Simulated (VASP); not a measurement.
# CsSb4As3 (P4/mmm) in VASP: single point with r2SCAN

Aim: the single point of CsSb4As3 with r2SCAN.

Program: VASP 6.6.1. These are calculated values, not measurements. Logs are shortened: lines on timing, memory, paths and dates and some standing lists are left out, and cuts for length are marked.

**1. The structure**

Symmetry: P4/mmm, No. 123, tetragonal system. Conventional cell: a = 4.623 Å, b = 4.623 Å, c = 11.083 Å, α = 90.00°, β = 90.00°, γ = 90.00°. Cs (site symmetry 4/mmm) is surrounded by 8 As at 3.94 Å and 8 Sb at 4.39 Å. Around Sb (site symmetry 2mm) lie 4 As at 2.77 to 2.94 Å. As (site symmetry 4mm) has 4 Sb at 2.77 Å as nearest neighbours. As (site symmetry 4/mmm) has 8 Sb at 2.94 Å as nearest neighbours.

The cell was built by a generator and needn't be a form met in nature.

**2. Single point, r2SCAN**

POSCAR

```
CsSb4As3
1.0
    4.6225690000      0.0000000000      0.0000000000
    0.0000000000      4.6225690000      0.0000000000
    0.0000000000      0.0000000000     11.0832750000
Cs Sb As
1 4 3
Direct
    0.0000000000      0.0000000000      0.5000000000
    0.0000000000      0.5000000000      0.1632300000
    0.5000000000      0.0000000000      0.1632300000
    0.0000000000      0.5000000000      0.8367700000
    0.5000000000      0.0000000000      0.8367700000
    0.5000000000      0.5000000000      0.3015000000
    0.5000000000      0.5000000000      0.6985000000
    0.0000000000      0.0000000000      0.0000000000
```

INCAR.step1

```
  ALGO = Normal
  EDIFF = 1E-4
  ENCUT = 520
  GGA = PE
  ISMEAR = -1
  LASPH = T
  LCHARG = F
  LREAL = F
  LWAVE = T
  NBANDS = 32
  NELM = 80
  PREC = Accurate
  SIGMA = 0.1
```

INCAR.step2

```
  ALGO = Normal
  EDIFF = 1E-7
  ENCUT = 520
  ISIF = 2
  ISMEAR = -1
  ISTART = 1
  LASPH = T
  LCHARG = F
  LMIXTAU = T
  LREAL = F
  LWAVE = F
  METAGGA = R2SCAN
  NBANDS = 32
  NELM = 80
  PREC = Accurate
  SIGMA = 0.1
```

KPOINTS

```
k-points
0
Gamma
  7 7 3
```

Potentials or basis: VASP PAW PBE potentials, release 64 (Cs_sv, Sb, As).

Command:

```sh
$ cat potpaw_PBE.64/Cs_sv/POTCAR potpaw_PBE.64/Sb/POTCAR potpaw_PBE.64/As/POTCAR > POTCAR
$ cp INCAR.step1 INCAR
$ mpirun -np 1 vasp_std > vasp.out
$ cp INCAR.step2 INCAR
$ mpirun -np 1 vasp_std > vasp.out
```

OUTCAR:

```text
EDIFF = 1E-7
   ENCUT = 520
   ISIF = 2
   ISMEAR = -1
   ISTART = 1
   LASPH = T
   LREAL = F
   METAGGA = R2SCAN
   NELM = 80
   PREC = Accurate

 ion  position               nearest neighbor table
   1  0.000  0.000  0.500-
   2  0.000  0.500  0.163-   6 2.77   6 2.77   8 2.94   8 2.94   3 3.27   3 3.27   3 3.27   3 3.27
                             4 3.62
   3  0.500  0.000  0.163-   6 2.77   6 2.77   8 2.94   8 2.94   2 3.27   2 3.27   2 3.27   2 3.27
                             5 3.62
   4  0.000  0.500  0.837-   7 2.77   7 2.77   8 2.94   8 2.94   5 3.27   5 3.27   5 3.27   5 3.27
                             2 3.62
   5  0.500  0.000  0.837-   7 2.77   7 2.77   8 2.94   8 2.94   4 3.27   4 3.27   4 3.27   4 3.27
                             3 3.62
   6  0.500  0.500  0.301-   2 2.77   3 2.77   3 2.77   2 2.77
   7  0.500  0.500  0.699-   4 2.77   5 2.77   5 2.77   4 2.77
   8  0.000  0.000  0.000-   2 2.94   3 2.94   4 2.94   5 2.94   2 2.94   4 2.94   3 2.94   5 2.94

  LATTYP: Found a simple tetragonal cell.
 ALAT       =     4.6225690000
 C/A-ratio  =     2.3976440373

  Lattice vectors:

 A1 = (   4.6225690000,   0.0000000000,   0.0000000000)
 A2 = (   0.0000000000,   4.6225690000,   0.0000000000)
 A3 = (   0.0000000000,   0.0000000000,  11.0832750000)

Analysis of symmetry for initial positions (statically):
=====================================================================
 Subroutine PRICEL returns:
 Original cell was already a primitive cell.

 Routine SETGRP: Setting up the symmetry group for a
 simple tetragonal supercell.

 Subroutine GETGRP returns: Found 16 space group operations
 (whereof 16 operations were pure point group operations)
 out of a pool of 16 trial point group operations.

The static configuration has the point symmetry D_4h.

Analysis of symmetry for dynamics (positions and initial velocities):
=====================================================================
 Subroutine PRICEL returns:
 Original cell was already a primitive cell.

 Routine SETGRP: Setting up the symmetry group for a
 simple tetragonal supercell.

 Subroutine GETGRP returns: Found 16 space group operations
 (whereof 16 operations were pure point group operations)
 out of a pool of 16 trial point group operations.

The dynamic configuration has the point symmetry D_4h.

 Subroutine INISYM returns: Found 16 space group operations
 (whereof 16 operations are pure point group operations),
 and found     1 'primitive' translations

----------------------------------------------------------------------------------------

                                     Primitive cell

  volume of cell :     236.8290

  direct lattice vectors                    reciprocal lattice vectors
     4.622569000  0.000000000  0.000000000     0.216329924  0.000000000  0.000000000
     0.000000000  4.622569000  0.000000000     0.000000000  0.216329924  0.000000000
     0.000000000  0.000000000 11.083275000     0.000000000  0.000000000  0.090226039

  length of vectors
     4.622569000  4.622569000 11.083275000     0.216329924  0.216329924  0.090226039

  position of ions in fractional coordinates (direct lattice)
     0.000000000  0.000000000  0.500000000
     0.000000000  0.500000000  0.163230000
     0.500000000  0.000000000  0.163230000
     0.000000000  0.500000000  0.836770000
     0.500000000  0.000000000  0.836770000
     0.500000000  0.500000000  0.301500000
     0.500000000  0.500000000  0.698500000
     0.000000000  0.000000000  0.000000000

  ion indices of the primitive-cell ions
   primitive index   ion index
                 1           1
                 2           2
                 3           3
                 4           4
                 5           5
                 6           6
                 7           7
                 8           8

----------------------------------------------------------------------------------------

 KPOINTS: k-points

Automatic generation of k-mesh.
 Grid dimensions read from file:
 generate k-points for:    7    7    3

 Generating k-lattice:

  Cartesian coordinates                     Fractional coordinates (reciprocal lattice)
     0.030904275  0.000000000  0.000000000     0.142857143  0.000000000  0.000000000
     0.000000000  0.030904275  0.000000000     0.000000000  0.142857143  0.000000000
     0.000000000  0.000000000  0.030075346     0.000000000  0.000000000  0.333333333

  Length of vectors
     0.030904275  0.030904275  0.030075346

  Shift w.r.t. Gamma in fractional coordinates (k-lattice)
     0.000000000  0.000000000  0.000000000

 Subroutine IBZKPT returns following result:
 ===========================================

 Found     20 irreducible k-points:

 Following reciprocal coordinates:
            Coordinates               Weight
  0.000000  0.000000  0.000000      1.000000
  0.142857  0.000000  0.000000      4.000000
  0.285714  0.000000  0.000000      4.000000
  0.428571  0.000000  0.000000      4.000000
  0.142857  0.142857  0.000000      4.000000
  0.285714  0.142857  0.000000      8.000000
[... 12 lines left out ...]
  0.428571  0.285714  0.333333     16.000000
  0.428571  0.428571  0.333333      8.000000
   k-points           NKPTS =     20   k-points in BZ     NKDIM =     20   number of bands    NBANDS=     32
   number of dos      NEDOS =    301   number of ions     NIONS =      8
   total plane-waves  NPLWV = 108864
   dimension x,y,z NGX =    36 NGY =   36 NGZ =   84
   dimension x,y,z NGXF=    72 NGYF=   72 NGZF=  168
   ions per type =               1   4   3
   NGX,Y,Z   is equivalent  to a cutoff of  12.95, 12.95, 12.60 a.u.
   NGXF,Y,Z  is equivalent  to a cutoff of  25.89, 25.89, 25.20 a.u.
 SYSTEM =  unknown system
   PREC   = accura    normal or accurate (medium, high low for compatibility)
   ISTART =      1    job   : 0-new  1-cont  2-samecut
   ICHARG =      0    charge: 1-file 2-atom 10-const
   ISPIN  =      1    spin polarized calculation?
   LNONCOLLINEAR =      F non collinear calculations
   LSORBIT =      F    spin-orbit coupling
   LASPH  =      T    aspherical Exc in radial PAW
   ENCUT  =  520.0 eV  38.22 Ry    6.18 a.u.   8.59  8.59 20.61*2*pi/ulx,y,z
   NELM   =     80;   NELMIN=  2; NELMDL=  0     # of ELM steps
   EDIFF  = 0.1E-06   stopping-criterion for ELM
   LREAL  =      F    real-space projection
   EDIFFG = 0.1E-05   stopping-criterion for IOM
   NSW    =      0    number of steps for IOM
   IBRION =     -1    ionic relax: 0-MD 1-quasi-New 2-CG
   NFREE  =      0    steps in history (QN), initial steepest desc. (CG)
   ISIF   =      2    stress and relaxation
   ISYM   =      2    0-nonsym 1-usesym 2-fastsym
   POTIM  = 0.5000    time-step for ionic-motion
   TEBEG  =    0.0;   TEEND  =   0.0 temperature during run
   PSTRESS=    0.0 pullay stress
   NELECT =      44.0000    total number of electrons
   NUPDOWN=      -1.0000    fix difference up-down
   EMIN   =  10.00;   EMAX   =-10.00  energy-range for DOS
   EFERMI =   0.00;   METHOD = LEGACY
   ISMEAR =    -1;   SIGMA  =   0.10  broadening in eV -4-tet -1-fermi 0-gaus
   EFERMI_NEDOS =   21; number of points for ismear=-14 and -15
   IALGO  =     38    algorithm
   IMIX   =      4    mixing-type and parameters
     AMIX     =   0.40;   BMIX     =  1.00
     AMIX_MAG =   1.60;   BMIX_MAG =  1.00
  volume/ion in A,a.u.               =      29.60       199.78
  Fermi-wavevector in a.u.,A,eV,Ry     =   0.934145  1.765277 11.872798  0.872626
  Thomas-Fermi vector in A             =   2.060919
   LORBIT       =      0    0 simple, 1 ext, 2 COOP (PROOUT), +10 PAW based schemes
   METAGGA = R2SCAN    functional components
   LHFCALC =     F    Hartree Fock is set to
   AEXX    =    0.0000 exact exchange contribution
   IVDW    =     0    specifies the selected vdW correction
   LEPSILON=     F    determine dielectric tensor
   LRPA    =     F    only Hartree local field effects (RPA)
 non-spin polarized calculation
  energy-cutoff  :      520.00
  volume of cell :      236.83
 maximum number of plane-waves:      6397
 NGX is ok and might be reduce to    36
   NGX = 17   NGY = 17   NGZ = 41

 number of electron      43.9999998 magnetization

 Free energy of the ion-electron system (eV)
  ---------------------------------------------------
  ext. energy  EPLUGINS =         0.00000000
  ---------------------------------------------------
  free energy    TOTEN  =      -169.99375052 eV

  energy without entropy =     -169.87766126  energy(sigma->0) =     -169.93570589

 E-fermi :   5.8121     XC(G=0):  -9.6447

 val. band max:        5.8057182432   @ k =   0.2857   0.2857   0.3333
 cond. band min:       5.8687674644   @ k =   0.1429   0.1429   0.0000
 fundamental gap:      0.0630492212
 Fermi energy:         5.8121468484

 k-point     1 :       0.0000    0.0000    0.0000
  band No.  band energies     occupation
      1     -17.8308      2.00000
      2      -8.9274      2.00000
      3      -8.0956      2.00000
      4      -6.4292      2.00000
      5      -4.3393      2.00000
      6      -4.1767      2.00000
[... 24 lines left out ...]
     31       8.7518      0.00000
     32       8.8159      0.00000

 k-point     2 :       0.1429    0.0000    0.0000
  band No.  band energies     occupation
      1     -17.8268      2.00000
      2      -8.7967      2.00000
      3      -7.9734      2.00000
      4      -6.4413      2.00000
      5      -4.3107      2.00000
      6      -4.2411      2.00000
[... 24 lines left out ...]
     31       8.2865      0.00000
     32       8.9644      0.00000
[... 593 lines left out ...]
     31       9.4849      0.00000
     32      10.1067      0.00000

 k-point    20 :       0.4286    0.4286    0.3333
  band No.  band energies     occupation
      1     -17.7918      2.00000
      2      -6.8315      2.00000
      3      -6.4345      2.00000
      4      -6.3608      2.00000
      5      -4.9852      2.00000
      6      -4.6758      2.00000
[... 24 lines left out ...]
     31       9.9446      0.00000
     32      10.3342      0.00000

------------------------ aborting loop because EDIFF is reached ----------------------------------------

  FORCE on cell =-STRESS in cart. coord.  units (eV):
  Direction    XX          YY          ZZ          XY          YZ          ZX
  --------------------------------------------------------------------------------------
  -------------------------------------------------------------------------------------
  Total       10.1046406     10.1046406      4.7360861      0.0000000      0.0000000      0.0000000
  in kB       68.3591321     68.3591321     32.0402029      0.0000000      0.0000000      0.0000000
  external PRESSURE =      56.2528223 kB  Pullay stress =       0.0000000 kB

 VOLUME and BASIS-vectors are now :
 -----------------------------------------------------------------------------
  energy-cutoff  :      520.00
  volume of cell :      236.83
      direct lattice vectors                 reciprocal lattice vectors
     4.622569000  0.000000000  0.000000000     0.216329924  0.000000000  0.000000000
     0.000000000  4.622569000  0.000000000     0.000000000  0.216329924  0.000000000
     0.000000000  0.000000000 11.083275000     0.000000000  0.000000000  0.090226039

 POSITION                                       TOTAL-FORCE (eV/Angst)
 -----------------------------------------------------------------------------------
      0.00000      0.00000      5.54164        -0.000000     -0.000000     -0.000000
      0.00000      2.31128      1.80912        -0.000000     -0.000000      0.491821
      2.31128      0.00000      1.80912        -0.000000     -0.000000      0.491821
      0.00000      2.31128      9.27415        -0.000000     -0.000000     -0.491821
      2.31128      0.00000      9.27415         0.000000     -0.000000     -0.491821
      2.31128      2.31128      3.34161        -0.000000      0.000000      0.345611
      2.31128      2.31128      7.74167        -0.000000      0.000000     -0.345611
      0.00000      0.00000      0.00000        -0.000000     -0.000000     -0.000000
 -----------------------------------------------------------------------------------
    total drift:                               -0.000000      0.000000      0.000000

  FREE ENERGIE OF THE ION-ELECTRON SYSTEM (eV)
  ---------------------------------------------------
  free  energy   TOTEN  =      -169.9937505174 eV

  energy  without entropy=     -169.8776612616  energy(sigma->0) =     -169.93570589
```

It took 5.8 min on 1 thread of Intel Xeon 6975P-C (Granite Rapids), shared host; peak memory 0.45 GiB.

What came out:

```yaml
Free_energy: -169.9938 eV
Pressure: 5.6 GPa
Largest_force: 0.492 eV/Å
Band_gap_on_the_k_mesh: none (metal or under the smearing width)
```

Forces in eV/Å, atoms in the order of the input:
```
Cs   0.000  0.000  0.000
Sb   0.000  0.000  0.492
Sb   0.000  0.000  0.492
Sb   0.000  0.000 -0.492
Sb   0.000  0.000 -0.492
As   0.000  0.000  0.346
As   0.000  0.000 -0.346
As   0.000  0.000  0.000
```

Stress tensor (GPa, compression positive):
```
6.84 0.00 0.00
0.00 6.84 0.00
0.00 0.00 3.20
```

Caveat: the PAW data sets were made with another functional, which shifts forces and pressure a little. Spin-orbit coupling is left out, which matters for the levels of Cs, Sb.
